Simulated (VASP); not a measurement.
An input for Quantum ESPRESSO's pw.x (written as the equivalent of a VASP run, and not itself run):

```
&CONTROL
  calculation = 'vc-relax'
  pseudo_dir = './pseudo'
  outdir = './out'
  tprnfor = .true.
  tstress = .true.
  nstep = 40
  forc_conv_thr = 0.00078
/
&SYSTEM
  ibrav = 0
  nat = 4
  ntyp = 2
  ecutwfc = 70
  occupations = 'smearing'
  smearing = 'methfessel-paxton'
  degauss = 0.00735
  input_dft = 'pbesol'
/
&ELECTRONS
  conv_thr = 7.3e-08
  electron_maxstep = 100
/
&IONS
/
&CELL
  press = 200
/
ATOMIC_SPECIES
  In 114.818 In.upf
  P 30.974 P.upf
CELL_PARAMETERS angstrom
     3.5835387    0.0000000    0.0000000
    -1.7917693    3.1034357   -0.0000000
    -0.0000000    0.0000000    6.2970033
ATOMIC_POSITIONS crystal
  In   0.0000000  0.0000000  1.0000000
  In   0.0000000  0.0000000  0.5000000
  P    0.3333330  0.6666670  0.2500000
  P    0.6666670  0.3333330  0.7500000
K_POINTS automatic
  10 10 5 0 0 0
```

### Question
Write the VASP files for the same calculation (PBEsol).

### Answer
This is not unique; one that fits is 
File POSCAR:
```
InP
1
    3.5835386592     0.0000000000     0.0000000000
   -1.7917693294     3.1034357240    -0.0000000000
   -0.0000000000     0.0000000000     6.2970033007
In P
2 2
Direct
  0.0000000000   0.0000000000   1.0000000000
  0.0000000000   0.0000000000   0.5000000000
  0.3333330000   0.6666670000   0.2500000000
  0.6666670000   0.3333330000   0.7500000000
```

File KPOINTS:
```
Automatic mesh
0
Gamma
10 10 5
0 0 0
```

**INCAR**
```
# general
SYSTEM =InP
PREC   =Accurate
ENCUT  =500
LREAL  =.FALSE.
LASPH  =.TRUE.

# electronic loop
EDIFF  =1E-6
NELM   =100
ALGO   =Normal
LMAXMIX=4

# smearing
ISMEAR =1
SIGMA  =0.1

# functional
GGA    =PS

# ions
IBRION =2
NSW    =40
ISIF   =3
EDIFFG =-0.02
PSTRESS=200

# output
LWAVE  =.FALSE.
LCHARG =.FALSE.
```

POTCAR, in this order: In_d P (PBE.64 set). Program: vasp_std.

What does not carry over: the potentials are each code's own (VASP's PAW set, PseudoDojo norm-conserving files in pw.x), so ENCUT and ecutwfc are chosen apart and not converted; conv_thr bounds pw.x's estimated SCF error, while EDIFF bounds the energy change between steps; forc_conv_thr acts on force components and is met together with etot_conv_thr.

The structure was generated: InP was put into the NiAs type type (P6_3/mmc), which need not be its known phase. It was relaxed first under an external pressure of 20 GPa.
